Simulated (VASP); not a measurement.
Set up this calculation in VASP 6.6.1, as the native input.

* Task: electrostatic potential
* Functional: PBE
* Potentials or basis: VASP PAW PBE potentials, release 64 (Ni, Mo_sv, Pd, Ir, W_sv)
* Cutoff: 520 eV
* k mesh: 11 × 11 × 3
* Occupations: fermi-dirac, width 0.05 eV
* Spin: collinear spin, ferromagnetic start
* Starting moments: [1.0, 1.0, 0.0, 0.6, 0.0] μB
* Further INCAR settings: ALGO = Fast; EDIFF = 1e-06

The structure of NiMoIrPdW lies in POSCAR:

```
NiMoIrPdW
1.0
    2.7660900000      0.0000000000      0.0000000000
   -1.3830500000      2.3955100000      0.0000000000
    0.0000000000      0.0000000000     11.0227800000
Ni Mo Pd Ir W
1 1 1 1 1
Direct
    0.3333300000      0.6666700000      0.5971100000
    0.0000000000      0.0000000000      0.4107400000
    0.6666700000      0.3333300000      0.7952000000
    0.6666700000      0.3333300000      0.1996100000
    0.3333300000      0.6666700000      0.9973400000
```

The cell was built by a generator and needn't be a form met in nature.

These files were run (other wordings do the same):

INCAR

```
  ALGO = Fast
  EDIFF = 1E-6
  ENCUT = 520
  GGA = PE
  ISIF = 2
  ISMEAR = -1
  ISPIN = 2
  KPAR = 4
  LASPH = T
  LCHARG = T
  LMAXMIX = 4
  LORBIT = 11
  LREAL = F
  LVHAR = T
  LWAVE = F
  MAGMOM = 1 1 0 0.6 0
  NELM = 100
  PREC = Accurate
  SIGMA = 0.05
```

KPOINTS

```
k-points
0
Gamma
  11 11 3
```

Potentials or basis: VASP PAW PBE potentials, release 64 (Ni, Mo_sv, Pd, Ir, W_sv).

Launch:

```sh
$ cat potpaw_PBE.64/Ni/POTCAR potpaw_PBE.64/Mo_sv/POTCAR potpaw_PBE.64/Pd/POTCAR potpaw_PBE.64/Ir/POTCAR potpaw_PBE.64/W_sv/POTCAR > POTCAR
$ mpirun -np 4 vasp_std > vasp.out
```

Results of the run:

```json
{
  "Pressure": "0.4 GPa",
  "Largest force": "0.145 eV/Å",
  "Band gap on the k mesh": "none (metal or under the smearing width)",
  "Net moment": "0.00 μB per cell",
  "Valence electrons inside the program's atomic spheres": "Ni 9.17; Mo 12.46; Pd 9.58; Ir 8.39; W 12.07"
}
```

It took 7.9 min on 4 MPI ranks on Intel(R) Xeon(R) Platinum 8488C (Sapphire Rapids), with other jobs on the host, peak memory 0.62 GiB a rank.
